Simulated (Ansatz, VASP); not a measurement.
# HfGe: VASP beside Ansatz

One calculation is typed for both programs; each brings its own data sets and cutoff. How far apart do they land? The cell is generated by rule, not measured, and may not be a known phase. The cell is taken from a series of VASP runs on this material, whose earlier steps may have relaxed, scaled or displaced it; both programs get it as it stands.

Method: plane waves, with VASP 6.6.1 beside it; single point at PBE, in Ansatz 0.2.0.

### Step 1. The structure

The structure is hexagonal, space group P-6m2 (No. 187). The conventional cell has a = 4.635 Å, b = 4.635 Å, c = 2.933 Å, α = 90.00°, β = 90.00°, γ = 120.00°. Nearest to Hf lie 3 Ge at 2.68 Å and 2 Hf at 2.93 Å. Nearest to Ge lie 3 Hf at 2.68 Å and 2 Ge at 2.93 Å. Farther neighbours are not listed.

### Step 2. Ansatz: single point, PBE

Ansatz runs on its default PAW (the set named soft_2) files.

With cell and atoms fixed, the geometry can't cause a difference; cores, projectors, grids and the points listed under the comparison can.

File input.yaml:

```yaml
crystal:
  lattice:
    - [4.6345264001, 1.1e-09, 0.0]
    - [-2.3172631933, 4.0136175846, 0.0]
    - [0.0, 0.0, 2.9329706138]
  atoms:
    - { symbol: Hf, position: [0.0, 0.0, 0.5] }
    - { symbol: Ge, position: [0.33333333, 0.66666667, 0.5] }
hamiltonian:
  xc: pbe
  pseudopotentials: { kind: paw }
kpoints:
  mp_grid: { grid: [6, 6, 8] }
scf:
  occupations: { method: fermi_dirac, width: 0.05 }
  n_extra_bands: 4
output:
  forces: true
  stress: true
  eigenvalues: true
```

Command:

```bash
> ansatz run input.yaml --threads 2 --pin off --max-ram 4608MiB --backend cpu --events-out ev --progress --plain --runs-dir out
```

Numbers of over 12 decimals in the logs are rounded to 6 here.

Output:

```text
Warning: the atoms were moved onto the symmetric positions of the space group found under crystal.symmetry.tolerance 1.0e-5 (fractional; no operation is sought that the atoms, as they stand in a round, miss by more than twice it, and no atom is moved by as much as it), and the run uses the moved positions. Before a round's move an operation carried an atom to 2.32e-8 Å from where it should land, the largest such dist [...]
scf.n_extra_bands = 4 over 20 filled bands (N_el = 40.0): the run solves 24 bands
Engine: ansatz 0.2.0, x86_64-unknown-linux-gnu
Pseudopotentials: kind: paw
Pseudopotential: Hf, paw, valence charge 26, recommended cutoff 420 eV (normal), Hf.paw.azcp
Pseudopotential: Ge, paw, valence charge 14, recommended cutoff 420 eV (normal), Ge.paw.azcp
Functional definition: PBE
  parameter kappa = 0.804
  parameter beta = 0.066725
  exchange = pbe_x(kappa = kappa, mu = beta*pi^2/3)
  correlation = pbe_c(beta = beta)
Crystal: 2 atoms, lattice volume = 54.557 Å³
Basis set: ecut = 420 eV, 1095 PW (Γ), exchange–correlation on 64×64×40 points (8 copies of the dense FFT grid, shifted against one another)
Bands: 24, of which v1, the nominal top of the filled ones, is band 20 counted from 1 (19 counted from 0)
Symmetry: 12 space group operations
Space group: P-6m2 (ITA 187), of the structure as read, at distance tolerance 3.8e-5 Å
k-points: 35 of 288 (time reversal used)
Non-local potential: Hf, projectors of the file, l = 0: 3, l = 1: 2, l = 2: 2, l = 3: 3
Non-local potential: Ge, projectors of the file, l = 0: 2, l = 1: 2, l = 2: 3, l = 3: 1
PAW form: soft (Blöchl's): semilocal exchange-correlation on the pseudo side does not see the compensation charge
PAW one-centre angular grid: Hf, 590 points (default); XC on 64 Gauss nodes
PAW one-centre angular grid: Ge, 590 points (default); XC on 64 Gauss nodes
Initial density: superposition of atomic densities (neutral atoms: chi_scale 0, normalization atom), corrected by the library's trained network
Initial wavefunctions: pseudopotential atomic-orbital guess
Functional: x = pbe(κ = 0.804, μ = 0.219515), c = pbe(β = 0.066725)
SCF iter   1: F=—  HF=-20015.252333 eV  |F-HF|=—  |Δ(HF+E_count)|=         —  Δρ=3.57e-3  dr2=1.06e-2  ethr=1.77e-3  ⟨swp⟩=4.2  Hψ=2986  notcnv=0
preconditioner: auto → LDOS  [metal: Δε(μ)=0.064 eV  Ē_g=18.526 eV  σ=0.050 eV  W_gap=0.29  n_scr=8 (ndim 8)  ℏωp=31.0 eV  f_vac=0.115  D(μ)=1.14/eV (n_scr^D=6)  β→1.0]
SCF iter   2: F=—  HF=-20015.250518 eV  |F-HF|=—  |Δ(HF+E_count)|=   1.82e-3  Δρ=1.59e-3  dr2=1.40e-3  ethr=2.65e-5  ⟨swp⟩=2.0  Hψ=1888  notcnv=0
SCF iter   3: F=—  HF=-20015.250210 eV  |F-HF|=—  |Δ(HF+E_count)|=   3.07e-4  Δρ=2.79e-4  dr2=3.83e-5  ethr=3.49e-6  ⟨swp⟩=2.0  Hψ=1518  notcnv=0
SCF iter   4: F=—  HF=-20015.250232 eV  |F-HF|=—  |Δ(HF+E_count)|=   2.21e-5  Δρ=1.32e-4  dr2=6.07e-6  ethr=9.57e-8  ⟨swp⟩=2.0  Hψ=1407  notcnv=0
SCF iter   5: F=—  HF=-20015.250228 eV  |F-HF|=—  |Δ(HF+E_count)|=   4.81e-6  Δρ=3.22e-5  dr2=3.17e-7  ethr=1.52e-8  ⟨swp⟩=2.0  Hψ=1401  notcnv=0
SCF iter   6: F=-20015.250228 eV  HF=-20015.250228 eV  |F-HF|=5.46e-9  |Δ(HF+E_count)|=   2.01e-7  Δρ=5.52e-6  dr2=1.18e-8  ethr=2.50e-10  ⟨swp⟩=5.3  Hψ=3630  notcnv=0
SCF 1 converged in 6 iterations: F = -20015.250228 eV  dr2 = 1.18e-8
  greatest PAW one-centre occupation: 0.998 electrons in one spin orbital (limit 2), on the Hf atom at site 0 (counted from 0), in its partial waves of l = 0
SCF converged after 6 iterations
Free energy (F): -20015.250228 eV
Harris-Foulkes:  -20015.250228 eV  (|F-HF|=5.46e-9)
Internal energy: -20015.239990 eV  (E = F + TS)
E sigma→0 (E₀):  -20015.245109 eV
Entropy (-TS):   -0.010237 eV (-5.119 meV/atom)
Fermi energy:    10.720157 eV
--- Per-component energies (eV) ---
  E_band       = -312.278544
  E_kinetic    = 534.185680
  E_local      = -9108.407393  (includes V_loc(G=0)·N_el)
  E_nonlocal   = -827.558727
  E_hartree    = 4152.836685
  E_xc         = -374.609653
  E_vxc        = -329.270204  (∫ρ·V_xc dr)
  E_paw        = -8945.409097  (= ΣΔE_a)
  E_vpaw       = 1113.096597  (= ΣTr[D̂ρ^β])
  E_aug_tail   = 0.000254  (compensation charges beyond the density's cutoff)
  E_ewald      = -5446.277740
  E_smearing   = -0.010237  (= −TS)
  E_closure    = -0.000000  (closes the sum)
  Σ components = -20015.250228   (vs F -20015.250228, Δ=0.00e0)
--- Forces (eV/Å), atoms counted from 1 ---
  atom   1  Hf     0.00000000    -0.00000000     0.00000000
  atom   2  Ge     0.00000000     0.00000000     0.00000000
  max |Σ_I F_I| component: 5.55e-17 eV/Å
--- Stress (GPa, compression-positive) ---
       -0.393412       0.000000       0.000000
        0.000000      -0.393412       0.000000
        0.000000       0.000000       0.981237
  P = ⅓ Tr σ = 0.0648 GPa (0.648 kbar)
--- Band table (eV; the first three rows and the last of 35) ---
  k-point 0: bands = [... 16 lower, 1.1066, 8.4509, 8.4509, 8.7885, 13.0439, 14.7731, 14.7731, 15.2010]
  k-point 1: bands = [... 16 lower, 1.3652, 8.6317, 8.6317, 9.3925, 13.1914, 13.5157, 13.5157, 15.6271]
  k-point 2: bands = [... 16 lower, 2.1044, 9.1216, 9.1216, 10.3601, 12.1268, 12.1268, 12.9633, 14.4901]
  k-point 34: bands = [... 16 lower, 4.7443, 7.4715, 9.6039, 9.8817, 11.4449, 12.3853, 13.0640, 13.6232]
```

Wall time 2.4 s (2 threads of AMD EPYC 7R43, shared host); peak memory 0.42 GiB; 4.4 s of CPU time.

The run ends at a pressure of 0.06 GPa.

### Step 3. VASP: single point, PBE

The same cell, functional, mesh and smearing now go to VASP, with its own data sets and cutoff.

Lines of VASP's logs that name or quote its potential files are left out, and so is its time.

File INCAR:

```
SYSTEM = HfGe
PREC = Accurate
ENCUT = 410
EDIFF = 1E-06
NELM = 100
ISMEAR = -1
SIGMA = 0.05
LREAL = .FALSE.
ALGO = Normal
GGA = PE
NBANDS = 18
LORBIT = 11
LWAVE = .FALSE.
LCHARG = .FALSE.
ISIF = 2
```

File POSCAR:

```
HfGe
1.0
    4.6345264001      0.0000000011      0.0000000000
   -2.3172631933      4.0136175846      0.0000000000
    0.0000000000      0.0000000000      2.9329706138
Hf Ge
1 1
Direct
    0.0000000000      0.0000000000      0.5000000000
    0.3333333300      0.6666666700      0.5000000000
```

File KPOINTS:

```
Automatic mesh
0
Gamma
6 6 8
0 0 0
```

Potentials, in the order of the species: Hf_pv and Ge_d (PBE family, release 64).

Command:

```bash
> mpirun -np 1 vasp_std
```

Output:

```text
[banner, memory and clock lines left out]
running    1 mpi-ranks, on    1 nodes
 distrk:  each k-point on    1 cores,    1 groups
 distr:  one band on    1 cores,    1 groups

 POSCAR found type information on POSCAR HfGe
 POSCAR found :  2 types and       2 ions
 LDA part: xc-table for (Slater+PW92), standard interpolation
 POSCAR, INCAR and KPOINTS ok, starting setup
 FFT: planning ... GRIDC
 FFT: planning ... GRID_SOFT
 FFT: planning ... GRID
 WAVECAR not read
 entering main loop
       N       E                     dE             d eps       ncg     rms          rms(c)
DAV:   1     0.138522943452E+03    0.13852E+03   -0.11585E+04  1326   0.227E+03
DAV:   2     0.157297161111E+01   -0.13695E+03   -0.13391E+03  1386   0.463E+02
DAV:   3    -0.135843435440E+02   -0.15157E+02   -0.14957E+02  1526   0.104E+02
DAV:   4    -0.140713817002E+02   -0.48704E+00   -0.48597E+00  1492   0.209E+01
DAV:   5    -0.140804495718E+02   -0.90679E-02   -0.90667E-02  1568   0.309E+00    0.324E+01
DAV:   6    -0.134008384884E+02    0.67961E+00   -0.32271E+00  1886   0.838E+00    0.217E+01
DAV:   7    -0.133530024841E+02    0.47836E-01   -0.26239E-01  1588   0.556E+00    0.508E+00
DAV:   8    -0.133519102432E+02    0.10922E-02   -0.18734E-02  1702   0.923E-01    0.512E-01
DAV:   9    -0.133513336390E+02    0.57660E-03   -0.57254E-03  1652   0.908E-01    0.614E-02
DAV:  10    -0.133513018474E+02    0.31792E-04   -0.27803E-04  1636   0.203E-01    0.566E-02
DAV:  11    -0.133513084251E+02   -0.65777E-05   -0.58180E-05  1656   0.811E-02    0.366E-02
DAV:  12    -0.133513138247E+02   -0.53996E-05   -0.10043E-05  1272   0.189E-02    0.150E-02
DAV:  13    -0.133513136993E+02    0.12547E-06   -0.75265E-07   948   0.786E-03
   1 F= -.13351314E+02 E0= -.13346178E+02  d E =-.102717E-01
```

Parts of OUTCAR (step 3):

```text
ion  position               nearest neighbor table
   1  0.000  0.000  0.500-   2 2.68   2 2.68   2 2.68
   2  0.333  0.667  0.500-   1 2.68   1 2.68   1 2.68

  LATTYP: Found a hexagonal cell.
 ALAT       =     4.6345264001
 C/A-ratio  =     0.6328522832

 Subroutine GETGRP returns: Found 12 space group operations
 (whereof 12 operations were pure point group operations)

The static configuration has the point symmetry D_3h.

 Found     35 irreducible k-points:

   k-points           NKPTS =     35   k-points in BZ     NKDIM =     35   number of bands    NBANDS=     18

   dimension x,y,z NGX =    32 NGY =   32 NGZ =   20
   dimension x,y,z NGXF=    64 NGYF=   64 NGZF=   40

   ENCUT  =  410.0 eV  30.13 Ry    5.49 a.u.   7.65  7.65  4.84*2*pi/ulx,y,z

   NELECT =      24.0000    total number of electrons

 k-points in reciprocal lattice and weights: Automatic mesh
   0.00000000  0.00000000  0.00000000       0.003
   0.16666667  0.00000000  0.00000000       0.021
   0.33333333  0.00000000  0.00000000       0.021
   0.50000000  0.00000000  0.00000000       0.010
   0.16666667  0.16666667  0.00000000       0.021
   0.33333333  0.16666667  0.00000000       0.042
   0.33333333  0.33333333  0.00000000       0.007
   0.00000000  0.00000000  0.12500000       0.007
   0.16666667  0.00000000  0.12500000       0.042
[...]
0.33333333  0.16666667  0.50000000       0.042
   0.33333333  0.33333333  0.50000000       0.007

 average (electrostatic) potential at core
       1 -39.5341       2 -75.2328

 E-fermi :   3.0833

 k-point     1 :       0.0000    0.0000    0.0000
  band No.  band energies     occupation
    ...
      8     -20.5196      2.00000
      9      -6.5484      2.00000
     10       0.8189      2.00000
     11       0.8189      2.00000
     12       1.1543      2.00000
     13       5.4047      0.00000
     14       7.1475      0.00000
     15       7.1475      0.00000
     16       7.5647      0.00000
     17       7.5647      0.00000
    ...

 k-point     2 :       0.1667    0.0000    0.0000
  band No.  band energies     occupation
    ...
      8     -20.5214      2.00000
      9      -6.3708      2.00000
     10       0.0804      2.00000
     11       1.0066      2.00000
     12       1.5176      2.00000
     13       5.8163      0.00000
     14       6.3495      0.00000
     15       6.6393      0.00000
     16       7.3233      0.00000
     17       7.5484      0.00000
    ...

 k-point     3 :       0.3333    0.0000    0.0000
  band No.  band energies     occupation
    ...
      8     -20.5247      2.00000
      9      -5.9673      2.00000
     10      -0.7399      2.00000
     11       1.4651      2.00000
     12       1.6685      2.00000
     13       4.3627      0.00000
     14       5.6637      0.00000
     15       6.9715      0.00000
     16       7.5161      0.00000
     17       8.0018      0.00000
    ...

  Total       -0.2692875     -0.2692875      0.2333930     -0.0000000     -0.0000000      0.0000000
  in kB       -7.9082027     -7.9082026      6.8540820     -0.0000000     -0.0000000      0.0000000
  external PRESSURE =      -2.9874411 kB  Pullay stress =       0.0000000 kB

  energy-cutoff  :      410.00
  volume of cell :       54.56
      direct lattice vectors                 reciprocal lattice vectors
     4.634526400  0.000000001  0.000000000     0.215771778  0.124575894  0.000000000
    -2.317263193  4.013617585  0.000000000    -0.000000000  0.249151789  0.000000000
     0.000000000  0.000000000  2.932970614     0.000000000  0.000000000  0.340951251

 POSITION                                       TOTAL-FORCE (eV/Angst)
 -----------------------------------------------------------------------------------
      0.00000      0.00000      1.46649        -0.000000      0.000000      0.000000
     -0.00000      2.67575      1.46649         0.000000     -0.000000      0.000000
 -----------------------------------------------------------------------------------
    total drift:                                0.000013     -0.000007     -0.000000

  FREE ENERGIE OF THE ION-ELECTRON SYSTEM (eV)
  ---------------------------------------------------
  free  energy   TOTEN  =       -13.3513136993 eV

  energy  without entropy=      -13.3410419513  energy(sigma->0) =      -13.34617783

 total charge
# of ion       s       p       d       tot
------------------------------------------
    1        0.400   6.267   1.563   8.229
    2        1.199   1.202   9.989  12.390
--------------------------------------------------
tot          1.599   7.469  11.553  20.620

[... 3 further parts left out ...]
```

Harder data sets than Hf_pv exist (the GW ones), and pressures, volumes and forces can shift noticeably with them.

### Step 4. Differences

Known differences besides the potentials themselves: the data sets hold 40 valence electrons in Ansatz (default PAW (the set named soft_2) files) and 24 in VASP; the cutoff is 420 eV in Ansatz and 410 eV in VASP; VASP leaves aspherical gradient terms in its spheres out (LASPH is not set), Ansatz keeps them. Total energies have different zeros and are not compared.

The two programs side by side:

| quantity | Ansatz | VASP | difference |
| --- | --- | --- | --- |
| pressure (GPa) | 0.06 | -0.30 | +0.36 |

### Step 5. Results

```yaml
difference_in_pressure_single_point_pbe: 0.36 GPa
```

The difference in pressure is 0.36 GPa (single point, PBE), within the 1 GPa picked in this series as the mark of a large difference. Such differences can come from data sets, numerical settings and the points named under the comparisons, not from the functional's error against experiment.

[Lines on the potential files, build, host, timing and source positions are cut from VASP's logs without a mark.]

[Logs are printed without paths, hosts, clocks, repeated set-up lines and the standing remarks that a program may print on its own settings, such as how far it seeks lower states.]

[Hosts, paths, dates, database ids (printed as entryN), source tags and the programs' standing remarks are cut or masked in the printed files.]
